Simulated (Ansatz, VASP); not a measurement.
**One calculation of Ga2GeO3, two programs**

```
Ga Ge O
1.0
     5.53187    0.00000    0.00000
    -2.76593    4.79074    0.00000
     0.00000    0.00000    2.74513
Ga Ge O
2 1 3
Direct
  0.33333 0.66667 0.00007
  0.66667 0.33333 0.99993
  0.00000 0.00000 0.50000
  0.50000 0.00000 0.50000
  0.00000 0.50000 0.50000
  0.50000 0.50000 0.50000
```

Alike in both runs: functional PBE; k mesh 6 × 6 × 4; occupations gaussian, width 0.1 eV; no spin polarisation.

Ansatz relaxed the structure, and its values are those at the end. VASP's run is a single point on that final structure, the one shown.

```csv
,VASP,Ansatz
version,VASP 6.6.1,Ansatz 0.2.0
potentials or method,"VASP PAW PBE potentials, release 64 (Ga_d, Ge_d, O)","scalar-relativistic, plane waves, PAW"
plane-wave cutoff (eV),520,420
valence electrons in the cell,58,58
```

|  | VASP | Ansatz | Ansatz less VASP |
| --- | --- | --- | --- |
| gap on the k mesh at the Fermi level (eV) | none | none | - |
| pressure (GPa) | 0.8 | 0.2 | -0.59 |

A gap of «none» marks a metal or a gap that the smearing closes.

Caveats: the k mesh is coarse (spacing up to 0.57 Å⁻¹), so the values aren't converged.
